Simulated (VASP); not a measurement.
```
Bi
1.0
    4.57227    -2.35698     0.08517
    4.57227     2.35698     0.08517
    3.28510     0.00000     3.95935
Bi
2
Direct
  0.22897   0.22897   0.22897
  0.77103   0.77103   0.77103
```

All values below come from vdW-DF2, VASP's PBE PAW potentials (set 64) (plane waves; VASP). Run with 520 eV cut-off, Gaussian smearing of 0.050 eV, potentials Bi_d.

Unless said otherwise, spin-orbit coupling is left out, though it shifts the bands of the heavy elements here.

Problem. Estimate the band gap (along the path) with the smallest direct gap where there is one.

Solution. 
```json
{
 "band gap (along the path)": "none (metal, semimetal or under 0.01 eV)"
}
```

Only differences to runs with the same potentials and settings are physical.

The compound is Bi in the a7 structure. It was relaxed first, which changed the volume by +19 %.
